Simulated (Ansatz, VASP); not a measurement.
## Ta8O (Ta(110)-c(2x2)-O, hollow site) in two plane-wave programs

One calculation is typed for both programs; each brings its own data sets. How far apart do they land? Of the first pair: The cell is taken from a series of runs on this material, whose earlier steps may have relaxed, scaled, displaced or heated it; both programs get it as it stands.

Method: plane waves, with VASP 6.6.1 beside it; single point at PBE and single point at LDA, in Ansatz 0.2.0.

## Step 1: Starting point

The cell holds 9 atoms: 8 Ta and 1 O. Cell: a = 4.681 Å, b = 3.310 Å, c = 25.827 Å, α = 90.0°, β = 90.0°, γ = 90.0°. Vacuum lies along c.

Structure file:

```cif
data_structure
_symmetry_space_group_name_H-M 'P 1'
_symmetry_Int_Tables_number 1
_cell_length_a 4.6810
_cell_length_b 3.3100
_cell_length_c 25.8269
_cell_angle_alpha 90.000
_cell_angle_beta 90.000
_cell_angle_gamma 90.000
_cell_volume 400.17
loop_
_atom_site_label
_atom_site_type_symbol
_atom_site_fract_x
_atom_site_fract_y
_atom_site_fract_z
_atom_site_occupancy
Ta1 Ta 0.00000 0.00000 0.32911 1
Ta2 Ta 0.50000 0.50000 0.32911 1
Ta3 Ta 0.00000 0.50000 0.41974 1
Ta4 Ta 0.50000 0.00000 0.41974 1
Ta5 Ta 0.99270 0.00000 0.50617 1
Ta6 Ta 0.49075 0.50000 0.50671 1
Ta7 Ta 0.95489 0.50000 0.59697 1
Ta8 Ta 0.46001 0.00000 0.59021 1
O9 O 0.80439 0.00000 0.63682 1
```

## Step 2: Ansatz: single point, PBE

Ansatz runs on its default PAW (the set named soft_2) files.

With cell and atoms fixed, the geometry can't cause a difference; cores, projectors, grids and the points listed under the comparison can.

input.yaml

```yaml
crystal:
  lattice:
    - [4.6810468915, 0.0, 0.0]
    - [0.0, 3.31, 0.0]
    - [0.0, 0.0, 25.826932816]
  atoms:
    - { symbol: Ta, position: [0.0, 0.0, 0.3291137999] }
    - { symbol: Ta, position: [0.5, 0.5, 0.3291137999] }
    - { symbol: Ta, position: [0.0, 0.5, 0.4197371605] }
    - { symbol: Ta, position: [0.5, 0.0, 0.4197371605] }
    - { symbol: Ta, position: [-0.00730048, 0.0, 0.5061688349] }
    - { symbol: Ta, position: [0.4907536913, 0.5, 0.5067109719] }
    - { symbol: Ta, position: [-0.0451078344, 0.5, 0.5969669534] }
    - { symbol: Ta, position: [0.4600051726, 0.0, 0.5902135323] }
    - { symbol: O, position: [0.8043921425, 0.0, 0.636818038] }
kpoints:
  mp_grid: { grid: [14, 18, 1] }
hamiltonian:
  xc: pbe
scf:
  occupations: { method: fermi_dirac, width: 0.05 }
  convergence: { dr2_threshold: 1.0e-09 }
  n_extra_bands: 20
efield:
  axis: 3
  dipole_correction: true
  ramp_position: 0.97
  ramp_width: 0.06
output:
  band_densities: [{ e_range: [-0.7, 0] }, { e_range: [0, 0.7] }]
  write_potential: true
  write_density: true
  volumetric_format: npy
```

Launch:

```
$ ansatz run input.yaml --threads 4 --pin off --max-ram 6144MiB --backend cpu --events-out ev --progress --plain --runs-dir out
```

Numbers of over 12 decimals in the logs are rounded to 6 here.

Output:

```text
scf.n_extra_bands = 20 over 55 filled bands (N_el = 110.0): the run solves 75 bands
Engine: ansatz 0.2.0, x86_64-unknown-linux-gnu
Pseudopotentials: kind: paw
Pseudopotential: Ta, paw, valence charge 13, recommended cutoff 420 eV (normal), Ta.paw.azcp
Pseudopotential: O, paw, valence charge 6, recommended cutoff 420 eV (normal), O.paw.azcp
Functional definition: PBE
  parameter kappa = 0.804
  parameter beta = 0.066725
  exchange = pbe_x(kappa = kappa, mu = beta*pi^2/3)
  correlation = pbe_c(beta = beta)
Crystal: 9 atoms, lattice volume = 400.169 Å³
Basis set: ecut = 420 eV, 7883 PW (Γ)
Bands: 75, of which v1, the nominal top of the filled ones, is band 55 counted from 1 (54 counted from 0)
Symmetry: 2 space group operations
Space group: Pm (ITA 6), of the structure as read, at distance tolerance 7.4e-5 Å
k-points: 80 of 252 (time reversal used)
Non-local potential: Ta, projectors of the file, l = 0: 3, l = 1: 2, l = 2: 2, l = 3: 1
Non-local potential: O, projectors of the file, l = 0: 2, l = 1: 2, l = 2: 1
PAW form: soft (Blöchl's): semilocal exchange-correlation on the pseudo side does not see the compensation charge
PAW one-centre angular grid: Ta, 590 points (default); XC on 64 Gauss nodes
PAW one-centre angular grid: O, 110 points (default); XC on 64 Gauss nodes
Initial density: superposition of atomic densities (neutral atoms: chi_scale 0, normalization atom), corrected by the library's trained network
Initial wavefunctions: pseudopotential atomic-orbital guess
Functional: x = pbe(κ = 0.804, μ = 0.219515), c = pbe(β = 0.066725)
SCF iter   1: F=—  HF=-80023.018066 eV  |F-HF|=—  |Δ(HF+E_count)|=         —  Δρ=6.95e-3  dr2=5.97e0  ethr=1.77e-3  p=0.042 e·Å  D=1.89e-2 V/Å  ΔV_dip=-0.49 eV  dr2_dipole=2.29e0  V_vac-E_F(+/−)=4.62/5.11 eV  ⟨swp⟩=7.8  Hψ=27593  notcnv=0  defer=526
efield: sawtooth ramp at fractional position 0.9700 (set: `efield.ramp_position`, or a place that a band, a saddle search or an elastic batch's reference lends), width 0.0600; the density the first Hamiltonian is built on has a dipole p = 0.042 e·Å; the dipole correction subtracts the counter field D = 1.89e-2 V/Å, which shifts the + side's vacuum level by -0.49 eV against the − side's; the planar-averaged density in the ramp window peaks in size at 1.8e-5 e/Å³
preconditioner: auto → LDOS  [metal: Δε(μ)=0.010 eV  Ē_g=5.370 eV  σ=0.050 eV  W_gap=0.05  n_scr=66 (ndim 8)  ℏωp=12.3 eV  f_vac=0.563  D(μ)=8.98/eV (n_scr^D=52)  β→1.0]
SCF iter   2: F=—  HF=-80022.913755 eV  |F-HF|=—  |Δ(HF+E_count)|=   1.04e-1  Δρ=2.18e-3  dr2=8.19e-2  ethr=1.77e-3  p=0.025 e·Å  D=1.14e-2 V/Å  ΔV_dip=-0.30 eV  dr2_dipole=1.81e-2  V_vac-E_F(+/−)=4.53/4.83 eV  ⟨swp⟩=1.9  Hψ=7304  notcnv=0  defer=666
SCF iter   3: F=—  HF=-80022.912453 eV  |F-HF|=—  |Δ(HF+E_count)|=   1.30e-3  Δρ=8.30e-4  dr2=1.09e-2  ethr=7.45e-5  p=0.025 e·Å  D=1.15e-2 V/Å  ΔV_dip=-0.30 eV  dr2_dipole=4.22e-4  V_vac-E_F(+/−)=4.56/4.86 eV  ⟨swp⟩=2.0  Hψ=9513  notcnv=0  defer=770
SCF iter   4: F=—  HF=-80022.911062 eV  |F-HF|=—  |Δ(HF+E_count)|=   1.39e-3  Δρ=2.38e-4  dr2=5.09e-4  ethr=9.92e-6  p=0.028 e·Å  D=1.27e-2 V/Å  ΔV_dip=-0.33 eV  dr2_dipole=4.63e-6  V_vac-E_F(+/−)=4.53/4.85 eV  ⟨swp⟩=2.1  Hψ=8872  notcnv=0  defer=770
SCF iter   5: F=—  HF=-80022.911075 eV  |F-HF|=—  |Δ(HF+E_count)|=   1.31e-5  Δρ=8.21e-5  dr2=6.61e-5  ethr=4.63e-7  p=0.029 e·Å  D=1.31e-2 V/Å  ΔV_dip=-0.34 eV  dr2_dipole=4.60e-6  V_vac-E_F(+/−)=4.51/4.85 eV  ⟨swp⟩=3.0  Hψ=10556  notcnv=0  defer=770
SCF iter   6: F=—  HF=-80022.911082 eV  |F-HF|=—  |Δ(HF+E_count)|=   6.83e-6  Δρ=2.58e-5  dr2=9.79e-6  ethr=6.01e-8  p=0.030 e·Å  D=1.34e-2 V/Å  ΔV_dip=-0.35 eV  dr2_dipole=1.40e-6  V_vac-E_F(+/−)=4.50/4.85 eV  ⟨swp⟩=2.0  Hψ=7099  notcnv=0  defer=770
SCF iter   7: F=—  HF=-80022.911256 eV  |F-HF|=—  |Δ(HF+E_count)|=   1.74e-4  Δρ=6.50e-6  dr2=3.53e-7  ethr=8.90e-9  p=0.030 e·Å  D=1.35e-2 V/Å  ΔV_dip=-0.35 eV  dr2_dipole=4.64e-8  V_vac-E_F(+/−)=4.50/4.85 eV  ⟨swp⟩=2.0  Hψ=7868  notcnv=0  defer=770
SCF iter   8: F=—  HF=-80022.911256 eV  |F-HF|=—  |Δ(HF+E_count)|=   2.63e-7  Δρ=2.42e-6  dr2=3.67e-8  ethr=3.21e-10  p=0.030 e·Å  D=1.36e-2 V/Å  ΔV_dip=-0.35 eV  dr2_dipole=5.23e-9  V_vac-E_F(+/−)=4.50/4.85 eV  ⟨swp⟩=3.2  Hψ=10083  notcnv=0  defer=770
SCF iter   9: F=—  HF=-80022.911256 eV  |F-HF|=—  |Δ(HF+E_count)|=   3.80e-8  Δρ=8.45e-7  dr2=6.35e-9  ethr=3.33e-11  p=0.030 e·Å  D=1.36e-2 V/Å  ΔV_dip=-0.35 eV  dr2_dipole=8.28e-11  V_vac-E_F(+/−)=4.50/4.85 eV  ⟨swp⟩=2.2  Hψ=9024  notcnv=0  defer=770
SCF iter  10: F=-80022.911256 eV  HF=-80022.911256 eV  |F-HF|=1.31e-10  |Δ(HF+E_count)|=   2.36e-9  Δρ=2.69e-7  dr2=7.49e-10  ethr=1.00e-12  p=0.030 e·Å  D=1.36e-2 V/Å  ΔV_dip=-0.35 eV  dr2_dipole=1.42e-10  V_vac-E_F(+/−)=4.50/4.85 eV  ⟨swp⟩=12.9  Hψ=29556  notcnv=0
SCF 1 converged in 10 iterations: F = -80022.911256 eV  dr2 = 7.49e-10
  greatest PAW one-centre occupation: 1.000 electrons in one spin orbital (limit 2), on the Ta atom at site 5 (counted from 0), in its partial waves of l = 0
WARN: The output density's exchange-correlation potential varies sharply where the density is thin. Do not read a vacuum level from v_tot or v_xc, or from such a field of the output density. On a cell that repeats whose density bears no net charge and no dipole along the vacuum's axis use v_es (v_loc + v_h of the components); under efield.dipole_correction with no amplitude use v_es + v_field, which holds any externa [...]
SCF converged after 10 iterations
Free energy (F): -80022.911256 eV
Harris-Foulkes:  -80022.911256 eV  (|F-HF|=1.31e-10)
Internal energy: -80022.835766 eV  (E = F + TS)
E sigma→0 (E₀):  -80022.873511 eV
Entropy (-TS):   -0.075490 eV (-8.388 meV/atom)
Fermi energy:    4.125428 eV
Dipole field:    D = 0.013577 V/Å  (p = 0.030026 e·Å, saw-weighted, corrected)
Work function:   Φ+ = 4.4965 eV   Φ− = 4.8472 eV
Levels:          The Fermi level and band energies are counted from a zero that moves with the ramp; work functions are not
--- Per-component energies (eV) ---
  E_band       = -2396.172002
  E_kinetic    = 3100.661300
  E_local      = -128073.131858  (includes V_loc(G=0)·N_el)
  E_nonlocal   = 168.189779
  E_hartree    = 62534.247162
  E_xc         = -1818.156295
  E_vxc        = -1722.026723  (∫ρ·V_xc dr)
  E_paw        = -67331.346328  (= ΣΔE_a)
  E_vpaw       = -939.452361  (= ΣTr[D̂ρ^β])
  E_aug_tail   = 0.003621  (compensation charges beyond the density's cutoff)
  E_efield     = 0.000204  (sawtooth field / dipole correction)
  E_vefield    = 1.090318  (∫n·V_field dr)
  E_ewald      = 51396.696647
  E_smearing   = -0.075490  (= −TS)
  E_closure    = 0.000000  (closes the sum)
  Σ components = -80022.911256   (vs F -80022.911256, Δ=0.00e0)
--- Band table (eV; the first three rows and the last of 80) ---
  k-point 0: bands = [... 51 lower, 3.8247, 4.3983, 4.5595, 4.7977, 4.8894, 5.1068, 5.1690, 5.4358, ... 16 higher]
  k-point 1: bands = [... 51 lower, 3.8038, 4.3197, 4.4608, 4.7139, 4.8388, 4.9717, 5.2687, 5.4669, ... 16 higher]
  k-point 2: bands = [... 51 lower, 3.7409, 4.0818, 4.2355, 4.5656, 4.6172, 4.9423, 5.2561, 5.4863, ... 16 higher]
  k-point 79: bands = [... 51 lower, 3.2843, 3.9672, 4.0652, 4.2092, 4.4099, 5.3430, 5.4185, 5.5403, ... 16 higher]
--- Band densities, each state counted as filled ---
  window                                       electrons  max residual (eV)  cut levels
  e_range: [-0.7, 0]                            8.349206             4.8e-6           0
  e_range: [0, 0.7]                             5.484127             4.5e-4           0
```

The column dr2 measures how far the density is from self-consistency, as an energy; F and HF (Harris–Foulkes) agree once it is small.

## Step 3: VASP: single point, PBE

The same cell, functional, mesh and smearing now go to VASP, with its own data sets.

Lines of VASP's logs that name or quote its potential files are left out, and so is its time.

INCAR

```
SYSTEM = Ta8O
PREC = Accurate
ENCUT = 520
EDIFF = 1E-06
NELM = 120
ISMEAR = -1
SIGMA = 0.05
LREAL = .FALSE.
ALGO = Normal
GGA = PE
NBANDS = 58
LASPH = .TRUE.
LORBIT = 11
LWAVE = .FALSE.
LCHARG = .FALSE.
ISIF = 2
LDIPOL = .TRUE.
IDIPOL = 3
DIPOL = 0.5 0.5 0.482
LVHAR = .TRUE.
GGA_COMPAT = .FALSE.
NELMDL = -8
KPAR = 2
```

POSCAR

```
Ta8O
1.0
    4.6810468915      0.0000000000      0.0000000000
    0.0000000000      3.3100000000      0.0000000000
    0.0000000000      0.0000000000     25.8269328160
Ta O
8 1
Direct
    0.0000000000      0.0000000000      0.3291137999
    0.5000000000      0.5000000000      0.3291137999
    0.0000000000      0.5000000000      0.4197371605
    0.5000000000      0.0000000000      0.4197371605
    0.9926995200      0.0000000000      0.5061688349
    0.4907536913      0.5000000000      0.5067109719
    0.9548921656      0.5000000000      0.5969669534
    0.4600051726      0.0000000000      0.5902135323
    0.8043921425      0.0000000000      0.6368180380
```

KPOINTS

```
Automatic mesh
0
Gamma
14 18 1
0 0 0
```

The projector-augmented-wave data sets are Ta_pv and O (PBE family, release 64).

Launch:

```
$ mpirun -np 2 vasp_std
```

Output:

```text
[banner, memory and clock lines left out]
running    2 mpi-ranks, on    1 nodes
 distrk:  each k-point on    1 cores,    2 groups
 distr:  one band on    1 cores,    1 groups

 POSCAR found type information on POSCAR TaO
 POSCAR found :  2 types and       9 ions
 LDA part: xc-table for (Slater+PW92), standard interpolation
 POSCAR, INCAR and KPOINTS ok, starting setup
 FFT: planning ... GRIDC
 FFT: planning ... GRID_SOFT
 FFT: planning ... GRID
 WAVECAR not read
 entering main loop
       N       E                     dE             d eps       ncg     rms          rms(c)
DAV:   1     0.857961886611E+03    0.85796E+03   -0.52571E+04 11520   0.144E+03
DAV:   2    -0.578770091588E+02   -0.91584E+03   -0.89555E+03 10850   0.394E+02
DAV:   3    -0.106314519265E+03   -0.48438E+02   -0.46640E+02 11362   0.789E+01
DAV:   4    -0.108578196337E+03   -0.22637E+01   -0.22241E+01 12064   0.151E+01
DAV:   5    -0.108666372254E+03   -0.88176E-01   -0.87849E-01 12504   0.265E+00
DAV:   6    -0.108669239352E+03   -0.28671E-02   -0.28599E-02 12344   0.436E-01
DAV:   7    -0.108669349667E+03   -0.11031E-03   -0.11018E-03 12552   0.781E-02
DAV:   8    -0.108669355360E+03   -0.56929E-05   -0.56869E-05 11128   0.149E-02    0.413E+01
DAV:   9    -0.132528413162E+03   -0.23859E+02   -0.15761E+02 13010   0.581E+01    0.275E+01
DAV:  10    -0.235027135196E+03   -0.10250E+03   -0.19049E+03 13722   0.854E+01    0.375E+01
DAV:  11    -0.119753165795E+03    0.11527E+03   -0.45697E+02 12676   0.550E+01    0.242E+01
DAV:  12    -0.103291627619E+03    0.16462E+02   -0.11538E+02 12768   0.295E+01    0.115E+01
DAV:  13    -0.997161355011E+02    0.35755E+01   -0.32057E+01 12296   0.157E+01    0.569E+00
DAV:  14    -0.100039449423E+03   -0.32331E+00   -0.52690E+00 11784   0.900E+00    0.442E+00
[...]
DAV:  30    -0.994248570858E+02   -0.27090E-04   -0.12197E-05  8696   0.931E-03    0.396E-03
DAV:  31    -0.994248931761E+02   -0.36090E-04   -0.35006E-06  8112   0.741E-03    0.280E-03
DAV:  32    -0.994249126288E+02   -0.19453E-04   -0.16936E-06  7520   0.398E-03    0.157E-03
DAV:  33    -0.994249290079E+02   -0.16379E-04   -0.11850E-06  7280   0.244E-03    0.996E-04
DAV:  34    -0.994249358348E+02   -0.68269E-05   -0.37654E-07  7112   0.167E-03    0.623E-04
DAV:  35    -0.994249395432E+02   -0.37085E-05   -0.27498E-07  6676   0.126E-03    0.267E-04
DAV:  36    -0.994249412520E+02   -0.17087E-05   -0.16749E-07  6382   0.813E-04    0.315E-04
DAV:  37    -0.994249413965E+02   -0.14452E-06   -0.24213E-08  5490   0.417E-04
   1 F= -.99424941E+02 E0= -.99387254E+02  d E =-.753741E-01
```

Parts of OUTCAR (step 3):

```text
ion  position               nearest neighbor table
   1  0.000  0.000  0.329-   2 2.87   2 2.87   2 2.87   2 2.87   3 2.87   3 2.87   4 3.31   4 3.31

  LATTYP: Found a simple orthorhombic cell.
 ALAT       =     3.3100000000
 B/A-ratio  =     1.4142135624
 C/A-ratio  =     7.8026987360

 Subroutine GETGRP returns: Found  2 space group operations
 (whereof  2 operations were pure point group operations)

The static configuration has the point symmetry C_1h.

 Found     80 irreducible k-points:

   k-points           NKPTS =     80   k-points in BZ     NKDIM =     80   number of bands    NBANDS=     58

   dimension x,y,z NGX =    36 NGY =   28 NGZ =  192
   dimension x,y,z NGXF=    72 NGYF=   56 NGZF=  384

   ENCUT  =  520.0 eV  38.22 Ry    6.18 a.u.   8.70  6.15 48.02*2*pi/ulx,y,z

   NELECT =      94.0000    total number of electrons

 k-points in reciprocal lattice and weights: Automatic mesh
   0.00000000  0.00000000  0.00000000       0.004
   0.07142857  0.00000000  0.00000000       0.008
   0.14285714  0.00000000  0.00000000       0.008
   0.21428571  0.00000000  0.00000000       0.008
   0.28571429  0.00000000  0.00000000       0.008
   0.35714286  0.00000000  0.00000000       0.008
   0.42857143  0.00000000  0.00000000       0.008
   0.50000000  0.00000000  0.00000000       0.004
   0.00000000  0.05555556  0.00000000       0.008
[...]
0.42857143  0.50000000  0.00000000       0.008
   0.50000000  0.50000000  0.00000000       0.004

 dipolmoment           0.000000      0.000000     -0.028672 electrons x Angstroem

 average (electrostatic) potential at core
       1 -43.1145       2 -43.1171       3 -42.6227       4 -42.6537       5 -42.5699
       6 -42.5058       7 -43.4815       8 -43.0889       9 -77.3207

 E-fermi :  -0.6811

 k-point     1 :       0.0000    0.0000    0.0000
  band No.  band energies     occupation
    ...
     40      -1.6842      2.00000
     41      -1.6053      2.00000
     42      -1.1846      1.99992
     43      -0.9927      1.99608
     44      -0.9838      1.99531
     45      -0.4089      0.00859
     46      -0.2454      0.00033
     47      -0.0078      0.00000
     48       0.0830      0.00000
     49       0.3001      0.00000
    ...

 k-point     2 :       0.0714    0.0000    0.0000
  band No.  band energies     occupation
    ...
     40      -1.6811      2.00000
     41      -1.5617      2.00000
     42      -1.2229      1.99996
     43      -0.9740      1.99430
     44      -0.9526      1.99127
     45      -0.3869      0.00555
     46      -0.2775      0.00062
     47      -0.0470      0.00001
     48       0.0926      0.00000
     49       0.3047      0.00000
    ...

 k-point     3 :       0.1429    0.0000    0.0000
  band No.  band energies     occupation
    ...
     40      -1.6869      2.00000
     41      -1.4304      2.00000
     42      -1.3179      1.99999
     43      -0.9461      1.99006
     44      -0.8374      1.91588
     45      -0.4027      0.00760
     46      -0.3432      0.00232
     47      -0.1377      0.00004
     48       0.1149      0.00000
     49       0.1596      0.00000
    ...

  Total        2.6517893     -1.0752276      5.2509782      0.0000000      0.0000000     -0.0660833
  in kB       10.6170967     -4.3049406     21.0235949      0.0000000      0.0000000     -0.2645809
  external PRESSURE =       9.1119170 kB  Pullay stress =       0.0000000 kB

  energy-cutoff  :      520.00
  volume of cell :      400.17
      direct lattice vectors                 reciprocal lattice vectors
     4.681046892  0.000000000  0.000000000     0.213627426  0.000000000  0.000000000
     0.000000000  3.310000000  0.000000000     0.000000000  0.302114804  0.000000000
     0.000000000  0.000000000 25.826932816     0.000000000  0.000000000  0.038719271

 POSITION                                       TOTAL-FORCE (eV/Angst)
 -----------------------------------------------------------------------------------
      0.00000      0.00000      8.50000        -0.034212      0.000000      0.383162
      2.34052      1.65500      8.50000         0.066591      0.000000      0.318807
      0.00000      1.65500     10.84052         0.066701      0.000000     -1.101594
      2.34052      0.00000     10.84052        -0.081397      0.000000     -0.932596
      4.64687      0.00000     13.07279        -0.016689      0.000000      0.096226
      2.29724      1.65500     13.08679         0.048480      0.000000     -0.044662
      4.46990      1.65500     15.41783         0.276760      0.000000      0.015923
      2.15331      0.00000     15.24341        -0.416903      0.000000      0.255286
      3.76540      0.00000     16.44706         0.090668      0.000000      1.009448
 -----------------------------------------------------------------------------------
    total drift:                                0.000416      0.000000     -0.000624

  FREE ENERGIE OF THE ION-ELECTRON SYSTEM (eV)
  ---------------------------------------------------
  free  energy   TOTEN  =       -99.4249413965 eV

  energy  without entropy=      -99.3495672603  energy(sigma->0) =      -99.38725433

 vacuum level on the upper side and lower side of the slab         3.830         4.164

 total charge
# of ion       s       p       d       tot
------------------------------------------
    1        0.374   6.086   2.364   8.824
    2        0.374   6.086   2.364   8.825
    3        0.377   6.179   2.399   8.955
    4        0.373   6.181   2.391   8.946
    5        0.376   6.200   2.389   8.966
    6        0.382   6.191   2.448   9.022
    7        0.348   6.186   2.357   8.891
    8        0.382   6.175   2.426   8.983
    9        1.575   3.462   0.000   5.037
--------------------------------------------------
tot          4.562  52.748  19.138  76.448

[... 3 further parts left out ...]
```

## Step 4: Side by side

Known differences besides the potentials themselves: the data sets hold 110 valence electrons in Ansatz (on its default PAW (the set named soft_2) files) and 94 in VASP; the cutoff is 420 eV in Ansatz and 520 eV in VASP. Total energies have different zeros and are not compared.

Both answers:

```
                                   quantity  Ansatz  VASP  difference
 work function, lower of the two faces (eV)    4.50  4.51       -0.01
work function, higher of the two faces (eV)    4.85  4.85        0.00
```

With vacuum in the cell, a pressure given here is an average over mostly empty space and none of the material.

[end of part 1 of 2]

[Lines on the potential files, build, host, timing and source positions are cut from VASP's logs without a mark.]

[Logs are printed without paths, hosts, clocks, repeated set-up lines and the standing remarks that a program may print on its own settings, such as how far it seeks lower states.]

[Hosts, paths, dates, database ids (printed as entryN), source tags and the programs' standing remarks are cut or masked in the printed files.]
